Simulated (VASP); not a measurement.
# PtSe (relaxed from the rock salt structure, space group Fm-3m): computed properties

All values below come from PBEsol GGA, VASP's PBE PAW potentials (set 64) (plane waves; VASP).

| Quantity | Result |
|---|---|
| space group | Fm-3m (225) |
| cell | a = b = c = 5.2096 Å, α = β = γ = 90.00° |
| volume per atom | 17.67 Å³/atom |
| band gap (over mesh and band path) | none (metal, semimetal or under 0.01 eV) |
| density | 12.87 g/cm³ |

```yaml
crystal:
  lattice:
    - [0.00000, 2.60482, 2.60482]
    - [2.60482, 0.00000, 2.60482]
    - [2.60482, 2.60482, 0.00000]
  atoms:
    - { symbol: Pt, position: [0.00000, 0.00000, 0.00000] }
    - { symbol: Se, position: [0.50000, 0.50000, 0.50000] }
```

Unless said otherwise, spin-orbit coupling is left out, though it shifts the bands of the heavy elements here.

The structure was generated: PtSe was put into the rock salt type (Fm-3m), which need not be its known phase. It was relaxed first, which changed the volume by -16 %. Symmetry was kept, so distortions that lower it aren't found.
